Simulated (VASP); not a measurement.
Consider the following.

```
CaO
1.0
    0.00000     2.35978     2.35978
    2.35978     0.00000     2.35978
    2.35978     2.35978     0.00000
Ca O
1 1
Direct
  0.00000   0.00000   0.00000
  0.50000   0.50000   0.50000
```

These are LDA (Ceperley-Alder, Perdew-Zunger), VASP's LDA PAW potentials (set 64) (plane waves; VASP) values and carry that method's errors. Numerical set-up: 520 eV cut-off, Gaussian smearing of 0.050 eV, potentials Ca_sv O.

Predict the band gap (along the path) with the smallest direct gap where there is one.

```yaml
band gap (along the path): 3.42 eV
smallest direct gap (along the path): 3.79 eV
```

The compound is CaO in the rock salt structure. It was relaxed first, which changed the volume by -6 %.
